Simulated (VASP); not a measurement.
# CaMg6Ni (Amm2) in VASP: reference runs, part 3 of 3

VASP 6.6.1. The steps go on from the part before.

## 6. Equation of state, PBE, collinear spin, ferromagnetic start, 22.07 Å³/atom (volume scaled by 0.98)

Input file INCAR:

```
SYSTEM = CaMg6Ni
  PREC = Accurate
  ENCUT = 520
  EDIFF = 1E-7
  ISMEAR = -1
  SIGMA = 0.05
  LREAL = .False.
  LASPH = .True.
  NELM = 150
  ALGO = Normal
  ISIF = 2
  LWAVE = .False.
  LCHARG = .False.
  ISPIN = 2
  MAGMOM = 1 0 0 0 0 0 0 0
  LORBIT = 11
  LMAXMIX = 4
  GGA = PE
  NBANDS = 30
```

Input file KPOINTS:

```
regular mesh
0
Gamma
  6 5 5
  0 0 0
```

Input file POSCAR:

```
CaMg6Ni
1.0
    4.8590197893      0.0000000000      0.0000000000
    0.0000000000      3.1052062403      5.8511852651
    0.0000000000     -3.1052062403      5.8511852651
Ni Ca Mg
1 1 6
Direct
    0.5000000000      0.6334780000      0.6334780000
    0.0000000000      0.8066560000      0.8066560000
    0.5000000000      0.1813640000      0.1813640000
    0.5000000000      0.6808790000      0.1998830000
    0.5000000000      0.1998830000      0.6808790000
    0.0000000000      0.3411450000      0.3411450000
    0.0000000000      0.8208490000      0.3357450000
    0.0000000000      0.3357450000      0.8208490000
```

Potentials or basis: VASP PAW PBE potentials, release 64 (Ni, Ca_sv, Mg).

On the command line:

```
> cat potpaw_PBE.64/Ni/POTCAR potpaw_PBE.64/Ca_sv/POTCAR potpaw_PBE.64/Mg/POTCAR > POTCAR
> mpirun -np 1 vasp_std > vasp.out
```

OUTCAR:

```text
SYSTEM = CaMg6Ni
   PREC = Accurate
   ENCUT = 520
   EDIFF = 1E-7
   ISMEAR = -1
   LREAL = .False.
   LASPH = .True.
   NELM = 150
   ISIF = 2
   ISPIN = 2
   LORBIT = 11
   GGA = PE

 Found     36 irreducible k-points:

 Following reciprocal coordinates:
            Coordinates               Weight
  0.000000  0.000000  0.000000      1.000000
  0.166667  0.000000  0.000000      2.000000
  0.333333  0.000000  0.000000      2.000000
  0.500000  0.000000  0.000000      1.000000
  0.000000  0.200000 -0.000000      4.000000
  0.166667  0.200000 -0.000000      8.000000
   k-points           NKPTS =     36   k-points in BZ     NKDIM =     36   number of bands    NBANDS=     30
   number of dos      NEDOS =    301   number of ions     NIONS =      8
   total plane-waves  NPLWV =  90000
   dimension x,y,z NGX =    36 NGY =   50 NGZ =   50
   dimension x,y,z NGXF=    72 NGYF=  100 NGZF=  100
   ions per type =               1   1   6
   NGX,Y,Z   is equivalent  to a cutoff of  12.32, 12.55, 12.55 a.u.
   NGXF,Y,Z  is equivalent  to a cutoff of  24.63, 25.10, 25.10 a.u.
 SYSTEM =  CaMg6Ni
   PREC   = accura    normal or accurate (medium, high low for compatibility)
   ISTART =      0    job   : 0-new  1-cont  2-samecut
   ICHARG =      2    charge: 1-file 2-atom 10-const
   ISPIN  =      2    spin polarized calculation?
   LNONCOLLINEAR =      F non collinear calculations
   LSORBIT =      F    spin-orbit coupling
   LASPH  =      T    aspherical Exc in radial PAW
   ENCUT  =  520.0 eV  38.22 Ry    6.18 a.u.   9.03 12.32 12.32*2*pi/ulx,y,z
   NELM   =    150;   NELMIN=  2; NELMDL= -5     # of ELM steps
   EDIFF  = 0.1E-06   stopping-criterion for ELM
   LREAL  =      F    real-space projection
   EDIFFG = 0.1E-05   stopping-criterion for IOM
   NSW    =      0    number of steps for IOM
   IBRION =     -1    ionic relax: 0-MD 1-quasi-New 2-CG
   NFREE  =      0    steps in history (QN), initial steepest desc. (CG)
   ISIF   =      2    stress and relaxation
   ISYM   =      2    0-nonsym 1-usesym 2-fastsym
   POTIM  = 0.5000    time-step for ionic-motion
   TEBEG  =    0.0;   TEEND  =   0.0 temperature during run
   PSTRESS=    0.0 pullay stress
   NELECT =      32.0000    total number of electrons
   NUPDOWN=      -1.0000    fix difference up-down
   EMIN   =  10.00;   EMAX   =-10.00  energy-range for DOS
   EFERMI =   0.00;   METHOD = LEGACY
   ISMEAR =    -1;   SIGMA  =   0.05  broadening in eV -4-tet -1-fermi 0-gaus
   EFERMI_NEDOS =   21; number of points for ismear=-14 and -15
   IALGO  =     38    algorithm
   IMIX   =      4    mixing-type and parameters
     AMIX     =   0.40;   BMIX     =  1.00
     AMIX_MAG =   1.60;   BMIX_MAG =  1.00
  volume/ion in A,a.u.               =      22.07       148.94
  Fermi-wavevector in a.u.,A,eV,Ry     =   0.926447  1.750731 11.677931  0.858304
  Thomas-Fermi vector in A             =   2.052410
   LORBIT       =     11    0 simple, 1 ext, 2 COOP (PROOUT), +10 PAW based schemes
   GGA     = PE    functional components
   LHFCALC =     F    Hartree Fock is set to
   AEXX    =    0.0000 exact exchange contribution
   IVDW    =     0    specifies the selected vdW correction
   LEPSILON=     F    determine dielectric tensor
   LRPA    =     F    only Hartree local field effects (RPA)
 spin polarized calculation
  energy-cutoff  :      520.00
  volume of cell :      176.57
 maximum number of plane-waves:      4778
   NGX = 19   NGY = 25   NGZ = 25

 number of electron      32.0000002 magnetization      -0.0030435

 number of electron      32.0000002 magnetization       0.0000688

 Free energy of the ion-electron system (eV)
  ---------------------------------------------------
  ext. energy  EPLUGINS =         0.00000000
  ---------------------------------------------------
  free energy    TOTEN  =       -16.07889554 eV

  energy without entropy =      -16.04030603  energy(sigma->0) =      -16.05960078

 E-fermi :   2.9931     XC(G=0):  -8.8898

 val. band max:        2.9888060465   @ k =   0.1667  -0.4000   0.4000
 cond. band min:       3.0154736366   @ k =   0.3333   0.4000   0.4000
 fundamental gap:      0.0266675900
 Fermi energy:         2.9930543352

 spin component 1

 k-point     1 :       0.0000    0.0000    0.0000
  band No.  band energies     occupation
      1     -37.9998      1.00000
      2     -19.0981      1.00000
      3     -19.0436      1.00000
      4     -19.0202      1.00000
      5      -3.6496      1.00000
      6       0.2484      1.00000
[... 20 lines left out ...]
     27       7.3114      0.00000
     28       7.6473      0.00000

 k-point     2 :       0.1667    0.0000    0.0000
  band No.  band energies     occupation
      1     -37.9997      1.00000
      2     -19.0979      1.00000
      3     -19.0434      1.00000
      4     -19.0224      1.00000
      5      -3.4686      1.00000
      6       0.3998      1.00000
[... 116 lines left out ...]
 k-point     6 :       0.1667    0.2000   -0.0000
  band No.  band energies     occupation
      1     -37.9997      1.00000
      2     -19.0982      1.00000
      3     -19.0435      1.00000
      4     -19.0224      1.00000
      5      -3.2710      1.00000
      6      -0.5199      1.00000
[... 20 lines left out ...]
     27       7.6233      0.00000
     28       7.8379      0.00000

 [... further k-points ...]

 spin component 2

 k-point     1 :       0.0000    0.0000    0.0000
  band No.  band energies     occupation
      1     -37.9998      1.00000
      2     -19.0981      1.00000
      3     -19.0436      1.00000
      4     -19.0202      1.00000
      5      -3.6496      1.00000
      6       0.2484      1.00000
[... 20 lines left out ...]
     27       7.3115      0.00000
     28       7.6473      0.00000

 k-point     2 :       0.1667    0.0000    0.0000
  band No.  band energies     occupation
      1     -37.9997      1.00000
      2     -19.0979      1.00000
      3     -19.0434      1.00000
      4     -19.0224      1.00000
      5      -3.4686      1.00000
      6       0.3998      1.00000
[... 116 lines left out ...]
 k-point     6 :       0.1667    0.2000   -0.0000
  band No.  band energies     occupation
      1     -37.9997      1.00000
      2     -19.0982      1.00000
      3     -19.0435      1.00000
      4     -19.0224      1.00000
      5      -3.2710      1.00000
      6      -0.5199      1.00000
[... 20 lines left out ...]
     27       7.6234      0.00000
     28       7.8379      0.00000

 [... further k-points ...]

 [bands above 28 left out]

------------------------ aborting loop because EDIFF is reached ----------------------------------------

  FORCE on cell =-STRESS in cart. coord.  units (eV):
  Direction    XX          YY          ZZ          XY          YZ          ZX
  --------------------------------------------------------------------------------------
  -------------------------------------------------------------------------------------
  Total        0.9509288      1.2709070      1.1917313      0.0000000      0.0000000      0.0000000
  in kB        8.6287051     11.5321791     10.8137411      0.0000000      0.0000000      0.0000000
  external PRESSURE =      10.3248751 kB  Pullay stress =       0.0000000 kB

 VOLUME and BASIS-vectors are now :
 -----------------------------------------------------------------------------
  energy-cutoff  :      520.00
  volume of cell :      176.57
      direct lattice vectors                 reciprocal lattice vectors
     4.859019789  0.000000000  0.000000000     0.205802825  0.000000000  0.000000000
     0.000000000  3.105206240  5.851185265     0.000000000  0.161019901  0.085452772
     0.000000000 -3.105206240  5.851185265     0.000000000 -0.161019901  0.085452772

 POSITION                                       TOTAL-FORCE (eV/Angst)
 -----------------------------------------------------------------------------------
      2.42951      0.00000      7.41319         0.000000      0.000000      0.008718
      0.00000      0.00000      9.43979         0.000000      0.000000     -0.031983
      2.42951      0.00000      2.12239         0.000000      0.000000      0.036271
      2.42951      1.49359      5.15350         0.000000      0.053556     -0.009316
      2.42951     -1.49359      5.15350         0.000000     -0.053556     -0.009316
      0.00000      0.00000      3.99221         0.000000      0.000000      0.018066
      0.00000      1.50635      6.76745         0.000000      0.043832     -0.006220
      0.00000     -1.50635      6.76745         0.000000     -0.043832     -0.006220
 -----------------------------------------------------------------------------------
    total drift:                                0.000000      0.000000     -0.000023

  FREE ENERGIE OF THE ION-ELECTRON SYSTEM (eV)
  ---------------------------------------------------
  free  energy   TOTEN  =       -16.0788955419 eV

  energy  without entropy=      -16.0403060257  energy(sigma->0) =      -16.05960078

 total charge

# of ion       s       p       d       tot
------------------------------------------
    1        0.435   0.221   8.389   9.044
    2        2.067   5.852   0.258   8.177
    3        0.195   0.120   0.012   0.327
    4        0.222   0.138   0.014   0.374
    5        0.222   0.138   0.014   0.374
    6        0.236   0.137   0.011   0.384
    7        0.219   0.136   0.014   0.369
    8        0.219   0.136   0.014   0.369
--------------------------------------------------
tot          3.815   6.878   8.725  19.417

 magnetization (x)

# of ion       s       p       d       tot
------------------------------------------
    1        0.000   0.000  -0.000  -0.000
    2       -0.000   0.000   0.000   0.000
    3       -0.000   0.000   0.000   0.000
    4       -0.000  -0.000  -0.000  -0.000
    5       -0.000  -0.000  -0.000  -0.000
    6       -0.000  -0.000  -0.000  -0.000
    7        0.000   0.000   0.000   0.000
    8        0.000   0.000   0.000   0.000
--------------------------------------------------
tot         -0.000   0.000  -0.000  -0.000
```

Run time: 6.2 min. Hardware: 1 thread of Intel Xeon Platinum 8488C (Sapphire Rapids), shared host; peak memory 0.56 GiB.

Results:

```
Free energy                                           : -16.0789 eV
Pressure                                              : 1.0 GPa
Largest force                                         : 0.054 eV/Å
Band gap on the k mesh                                : none (metal or under the smearing width)
Net moment                                            : 0.00 μB per cell
Valence electrons inside the program's atomic spheres : Ni 9.04; Ca 8.18; Mg 0.33, 0.37, 0.38
```

## 7. Equation of state, PBE, collinear spin, ferromagnetic start, 22.97 Å³/atom (volume scaled by 1.02)

Input file INCAR:

```
PREC = Accurate ; ENCUT = 520
EDIFF = 1E-7 ; ISMEAR = -1
SIGMA = 0.05 ; LREAL = F
LASPH = T ; NELM = 120
ALGO = Normal ; ISIF = 2
LWAVE = F ; LCHARG = F
ISPIN = 2 ; MAGMOM = 1 0 0 0 0 0 0 0
LORBIT = 11 ; LMAXMIX = 4
GGA = PE ; NBANDS = 30
```

Input file KPOINTS:

```
Automatic mesh
0
Gamma
  6 5 5
```

POSCAR, as its differences from that of step 6:

```diff
@@ -2,5 +2,5 @@
 1.0
-    4.8590197893      0.0000000000      0.0000000000
-    0.0000000000      3.1052062403      5.8511852651
-    0.0000000000     -3.1052062403      5.8511852651
+    4.9242493150      0.0000000000      0.0000000000
+    0.0000000000      3.1468918352      5.9297340376
+    0.0000000000     -3.1468918352      5.9297340376
 Ni Ca Mg
```

On the command line:

```
> cat potpaw_PBE.64/Ni/POTCAR potpaw_PBE.64/Ca_sv/POTCAR potpaw_PBE.64/Mg/POTCAR > POTCAR
> mpirun -np 1 vasp_std > vasp.out
```

It took 7.5 min on 1 thread of Intel Xeon Platinum 8488C (Sapphire Rapids), shared host; peak memory 0.6 GiB.

The run converged. Its results:

| Quantity | Value |
| --- | --- |
| Free energy | -16.0889 eV |
| Pressure | -0.6 GPa |
| Largest force | 0.086 eV/Å |
| Band gap on the k mesh | none (metal or under the smearing width) |
| Net moment | 0.00 μB per cell |
| Valence electrons inside the program's atomic spheres | Ni 9.02; Ca 8.16; Mg 0.32, 0.36, 0.37 |

## 8. Equation of state, PBE, collinear spin, ferromagnetic start, 23.42 Å³/atom (volume scaled by 1.04)

Input file INCAR:

```
ALGO     = Normal         # electronic algorithm
EDIFF    = 1E-7           # SCF threshold, eV
ENCUT    = 520            # plane-wave cutoff, eV
GGA      = PE             # functional
ISIF     = 2              # what is computed and relaxed
ISMEAR   = -1             # smearing method
ISPIN    = 2              # spin polarisation
LASPH    = T              # aspherical terms in the spheres
LCHARG   = F              # write CHGCAR
LMAXMIX  = 4              # l up to which the mixer works
LORBIT   = 11             # projections on sites
LREAL    = F              # projectors in reciprocal space
LWAVE    = F              # write WAVECAR
MAGMOM   = 1 0 0 0 0 0 0 0 # initial moments
NBANDS   = 30             # bands
NELM     = 120            # most SCF steps
PREC     = Accurate       # precision mode
SIGMA    = 0.05           # smearing width, eV
```

Input file KPOINTS:

```
k-points
0
Gamma
  6 5 5
```

POSCAR, as its differences from that of step 7:

```diff
@@ -2,5 +2,5 @@
 1.0
-    4.9242493150      0.0000000000      0.0000000000
-    0.0000000000      3.1468918352      5.9297340376
-    0.0000000000     -3.1468918352      5.9297340376
+    4.9562258559      0.0000000000      0.0000000000
+    0.0000000000      3.1673267703      5.9682398830
+    0.0000000000     -3.1673267703      5.9682398830
 Ni Ca Mg
```

On the command line:

```
> cat potpaw_PBE.64/Ni/POTCAR potpaw_PBE.64/Ca_sv/POTCAR potpaw_PBE.64/Mg/POTCAR > POTCAR
> mpirun -np 1 vasp_std > vasp.out
```

It took 8.1 min on 1 thread of Intel Xeon Platinum 8488C (Sapphire Rapids), shared host; peak memory 0.6 GiB.

The run converged. Its results:

```
Free energy                                           : -16.0688 eV
Pressure                                              : -1.2 GPa
Largest force                                         : 0.128 eV/Å
Band gap on the k mesh                                : none (metal or under the smearing width)
Net moment                                            : 0.00 μB per cell
Valence electrons inside the program's atomic spheres : Ni 9.01; Ca 8.15; Mg 0.32, 0.36, 0.37, 0.35
```

## 9. Equation of state, PBE, collinear spin, ferromagnetic start, 23.87 Å³/atom (volume scaled by 1.06)

Input file INCAR:

```
PREC     = Accurate       # precision mode
ENCUT    = 520            # plane-wave cutoff, eV
EDIFF    = 1E-7           # SCF threshold, eV
ISMEAR   = -1             # smearing method
SIGMA    = 0.05           # smearing width, eV
LREAL    = False          # projectors in reciprocal space
LASPH    = True           # aspherical terms in the spheres
NELM     = 150            # most SCF steps
ALGO     = Normal         # electronic algorithm
ISIF     = 2              # what is computed and relaxed
LWAVE    = False          # write WAVECAR
LCHARG   = False          # write CHGCAR
ISPIN    = 2              # spin polarisation
MAGMOM   = 1 0 0 0 0 0 0 0 # initial moments
LORBIT   = 11             # projections on sites
LMAXMIX  = 4              # l up to which the mixer works
GGA      = PE             # functional
NBANDS   = 30             # bands
```

Input file KPOINTS:

```
regular mesh
0
Gamma
  6 5 5
```

POSCAR, as its differences from that of step 8:

```diff
@@ -2,5 +2,5 @@
 1.0
-    4.9562258559      0.0000000000      0.0000000000
-    0.0000000000      3.1673267703      5.9682398830
-    0.0000000000     -3.1673267703      5.9682398830
+    4.9877950246      0.0000000000      0.0000000000
+    0.0000000000      3.1875013701      6.0062551747
+    0.0000000000     -3.1875013701      6.0062551747
 Ni Ca Mg
```

Potentials or basis: VASP PAW PBE potentials, release 64 (Ni, Ca_sv, Mg).

On the command line:

```
> cat potpaw_PBE.64/Ni/POTCAR potpaw_PBE.64/Ca_sv/POTCAR potpaw_PBE.64/Mg/POTCAR > POTCAR
> mpirun -np 1 vasp_std > vasp.out
```

It took 8.8 min on 1 thread of Intel Xeon Platinum 8488C (Sapphire Rapids), shared host; peak memory 0.63 GiB.

Results (log left out):

* Free energy: -16.0342 eV
* Pressure: -1.9 GPa
* Largest force: 0.166 eV/Å
* Band gap on the k mesh: none (metal or under the smearing width)
* Net moment: 0.00 μB per cell
* Valence electrons inside the program's atomic spheres: Ni 8.99; Ca 8.14; Mg 0.31, 0.35, 0.36

## 10. Equation of state, PBE, collinear spin, ferromagnetic start

This step only gathers the single runs of the series.

Results:

```
Equilibrium volume                        : 22.64 Å³/atom
Bulk modulus at fixed shape and positions : 39 GPa
Pressure derivative of the bulk modulus   : 4.0
```

Energy against volume, from the lowest point:
| volume (Å³/atom) | energy (meV/atom) |
| --- | --- |
| 21.170 | 12.84 |
| 21.621 | 5.93 |
| 22.071 | 1.74 |
| 22.521 | 0.00 |
| 22.972 | 0.49 |
| 23.422 | 2.99 |
| 23.873 | 7.32 |

Caveat: the cell was scaled at fixed shape and fractional positions, which overstates the stiffness of a crystal with free parameters, most of all of layers and chains.

## 11. Summary

```csv
task,cell,gap on the mesh (eV),pressure (GPa),moment (μB),largest force (eV/Å)
single point,as given,none,0.2,0.00,0.04
single point,"atoms moved at random, drawn with an rms of 0.05 Å",none,0.2,0.00,0.31
equation of state,as given,-,-,-,-
```

Alike in all rows: level PBE; potentials or basis VASP PAW PBE potentials, release 64 (Ni, Ca_sv, Mg); spin collinear, ferromagnetic start; k mesh 6 × 5 × 5; cutoff (eV) 520; smearing fermi-dirac 0.05 eV.

Caveats: the cell was scaled at fixed shape and fractional positions, which overstates the stiffness of a crystal with free parameters, most of all of layers and chains (some runs).

Total energies depend on the potentials used, so only differences within one code and one set of settings carry meaning.
